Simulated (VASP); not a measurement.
Here is the system:

```
CELL_PARAMETERS angstrom
      4.00890     0.00000     0.00000
      0.00000     4.00890     0.00000
      0.00000     0.00000    26.36920
ATOMIC_POSITIONS crystal
  Ge 0.25000 0.50000 0.31011
  Ge 0.25000 0.00000 0.36527
  Ge 0.75000 0.00000 0.41907
  Ge 0.75000 0.50000 0.47324
  Ge 0.25000 0.50000 0.52676
  Ge 0.25000 0.00000 0.58093
  Ge 0.75000 0.00000 0.63473
  Ge 0.75000 0.50000 0.68989
```

All values below come from PBEsol GGA, VASP's PBE PAW potentials (set 64) (plane waves; VASP). Run with PREC = Normal, 400 eV cut-off, 7×7×1 Γ-centred mesh, first-order Methfessel-Paxton smearing of 0.10 eV, potentials Ge_d.

Question: Predict the energy per atom (σ→0), band gap (on the k-mesh) with the smallest direct gap where there is one.

Answer: 
| Property | Value |
|---|---|
| band gap (on the k-mesh) | none (metal, semimetal or under 0.01 eV) |
| energy per atom (σ→0) | -4.532 eV/atom |

The absolute energy has meaning only against runs of the same code, potentials and settings.

The cell is a thin slab with vacuum, built from Ge (diamond): (100) face.
